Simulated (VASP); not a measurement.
Level of theory: PBEsol GGA, VASP's PBE PAW potentials (set 64) (plane waves; VASP).

A VASP calculation is set up with these files.

**POSCAR**
```
BaTiO3
1
    3.8649863201     0.0000000000     0.0000000000
    0.0000000000     3.8649863201     0.0000000000
    0.0000000000    -0.0000000000     3.8649863201
Ba Ti O
1 1 3
Direct
  0.0000000000   0.0000000000   0.0000000000
  0.5000000000   0.5000000000   0.5000000000
  0.5000000000   0.0000000000   0.5000000000
  0.0000000000   0.5000000000   0.5000000000
  0.5000000000   0.5000000000   0.0000000000
```

**INCAR**
```
# general
SYSTEM =BaTiO3
PREC   =Accurate
ENCUT  =620
LREAL  =.FALSE.
LASPH  =.TRUE.

# electronic loop
EDIFF  =1E-6
NELM   =100
ALGO   =Normal
LMAXMIX=4

# smearing
ISMEAR =0
SIGMA  =0.05

# functional
GGA    =PS

# ions
IBRION =2
NSW    =40
ISIF   =3
EDIFFG =-0.02
PSTRESS=200

# output
LWAVE  =.FALSE.
LCHARG =.FALSE.
```

KPOINTS:
```
Automatic mesh
0
Gamma
6 6 6
0 0 0
```

POTCAR, in this order: Ba_sv Ti_sv O (PBE.64 set). Program: vasp_std.

Output of the run:

**OUTCAR**
```
 ion  position               nearest neighbor table
   1  0.000  0.000  0.000-   3 2.73   4 2.73   5 2.73   3 2.73   4 2.73   4 2.73   5 2.73   4 2.73
                             3 2.73   5 2.73   3 2.73   5 2.73   2 3.35   2 3.35   2 3.35   2 3.35
   2  0.500  0.500  0.500-   3 1.93   4 1.93   5 1.93   5 1.93   3 1.93   4 1.93   1 3.35   1 3.35
                             1 3.35   1 3.35   1 3.35   1 3.35   1 3.35   1 3.35
   3  0.500  0.000  0.500-   2 1.93   2 1.93   1 2.73   1 2.73   1 2.73   1 2.73
   4  0.000  0.500  0.500-   2 1.93   2 1.93   1 2.73   1 2.73   1 2.73   1 2.73
   5  0.500  0.500  0.000-   2 1.93   2 1.93   1 2.73   1 2.73   1 2.73   1 2.73
  LATTYP: Found a simple cubic cell.
 ALAT       =     3.8649863201
 Subroutine PRICEL returns:
 Original cell was already a primitive cell.
 Subroutine GETGRP returns: Found 48 space group operations
The static configuration has the point symmetry O_h .
The dynamic configuration has the point symmetry O_h .
 Subroutine INISYM returns: Found 48 space group operations
 Subroutine IBZKPT returns following result:
 Found     20 irreducible k-points:

 Following reciprocal coordinates:
            Coordinates               Weight
  0.000000  0.000000  0.000000      1.000000
  0.166667  0.000000  0.000000      6.000000
  0.333333  0.000000  0.000000      6.000000
  0.500000  0.000000  0.000000      3.000000
  0.166667  0.166667  0.000000     12.000000
  0.333333  0.166667  0.000000     24.000000
  0.500000  0.166667  0.000000     12.000000
  0.333333  0.333333  0.000000     12.000000
  0.500000  0.333333  0.000000     12.000000
  0.500000  0.500000  0.000000      3.000000
  0.166667  0.166667  0.166667      8.000000
  0.333333  0.166667  0.166667     24.000000
  0.500000  0.166667  0.166667     12.000000
  0.333333  0.333333  0.166667     24.000000
  0.500000  0.333333  0.166667     24.000000
  0.500000  0.500000  0.166667      6.000000
  0.333333  0.333333  0.333333      8.000000
  0.500000  0.333333  0.333333     12.000000
  0.500000  0.500000  0.333333      6.000000
...
```

OSZICAR:
```
       N       E                     dE             d eps       ncg     rms          rms(c)
DAV:   1     0.503037050666E+03    0.50304E+03   -0.23879E+04   960   0.209E+03
DAV:   2     0.511206851177E+01   -0.49792E+03   -0.48907E+03  1120   0.541E+02
DAV:   3    -0.489954094099E+02   -0.54107E+02   -0.53443E+02  1376   0.164E+02
DAV:   4    -0.515289212431E+02   -0.25335E+01   -0.25320E+01  1360   0.325E+01
DAV:   5    -0.516042077320E+02   -0.75286E-01   -0.75283E-01  1328   0.457E+00    0.265E+01
DAV:   6    -0.416649312698E+02    0.99393E+01   -0.63307E+01  1392   0.810E+01    0.110E+01
DAV:   7    -0.417339991487E+02   -0.69068E-01   -0.80770E+00  1192   0.214E+01    0.745E+00
DAV:   8    -0.417154383954E+02    0.18561E-01   -0.15030E+00  1280   0.126E+01    0.228E+00
DAV:   9    -0.416706075053E+02    0.44831E-01   -0.31238E-01  1240   0.558E+00    0.853E-01
DAV:  10    -0.416756326480E+02   -0.50251E-02   -0.13065E-01  1232   0.241E+00    0.874E-01
DAV:  11    -0.416658494664E+02    0.97832E-02   -0.68712E-02  1392   0.203E+00    0.151E-01
DAV:  12    -0.416657225927E+02    0.12687E-03   -0.23284E-03  1184   0.491E-01    0.448E-02
DAV:  13    -0.416657170521E+02    0.55406E-05   -0.37425E-04  1400   0.152E-01    0.232E-02
DAV:  14    -0.416657205220E+02   -0.34699E-05   -0.41053E-05  1288   0.555E-02    0.523E-03
DAV:  15    -0.416657213186E+02   -0.79655E-06   -0.85475E-06  1280   0.304E-02
   1 F= -.34458576E+02 E0= -.34458576E+02  d E =-.344586E+02
```

**OUTCAR**
```
------------------------ aborting loop because EDIFF is reached ----------------------------------------
  FORCE on cell =-STRESS in cart. coord.  units (eV):
  Direction    XX          YY          ZZ          XY          YZ          ZX
  --------------------------------------------------------------------------------------
  Total        7.1384209      7.1384209      7.1384209     -0.0000000     -0.0000000      0.0000000
  in kB      198.0928742    198.0928742    198.0928742     -0.0000000     -0.0000000      0.0000000
  external PRESSURE =      -1.9071258 kB  Pullay stress =     200.0000000 kB
  volume of cell :       57.74
      direct lattice vectors                 reciprocal lattice vectors
     3.864986320  0.000000000  0.000000000     0.258733128  0.000000000  0.000000000
     0.000000000  3.864986320  0.000000000     0.000000000  0.258733128  0.000000000
     0.000000000  0.000000000  3.864986320     0.000000000  0.000000000  0.258733128
 POSITION                                       TOTAL-FORCE (eV/Angst)
 -----------------------------------------------------------------------------------
      0.00000      0.00000      0.00000         0.000000      0.000000      0.000000
      1.93249      1.93249      1.93249         0.000000      0.000000      0.000000
      1.93249      0.00000      1.93249         0.000000      0.000000      0.000000
      0.00000      1.93249      1.93249         0.000000      0.000000      0.000000
      1.93249      1.93249      0.00000         0.000000      0.000000      0.000000
 -----------------------------------------------------------------------------------
    total drift:                                0.000000     -0.000000     -0.000000
  FREE ENERGIE OF THE ION-ELECTRON SYSTEM (eV)
  ---------------------------------------------------
  free  energy   TOTEN  =       -41.6657213186 eV

  energy  without entropy=      -41.6657213186  energy(sigma->0) =      -41.66572132
  enthalpy is  TOTEN    =       -34.4585757067 eV   P V=        7.2071456119

 reached required accuracy - stopping structural energy minimisation
```
(Selected blocks of OUTCAR.)

The compound is BaTiO3 in the cubic perovskite structure, the ideal cubic form; the compound distorts at low or room temperature. It was relaxed first under an external pressure of 20 GPa.
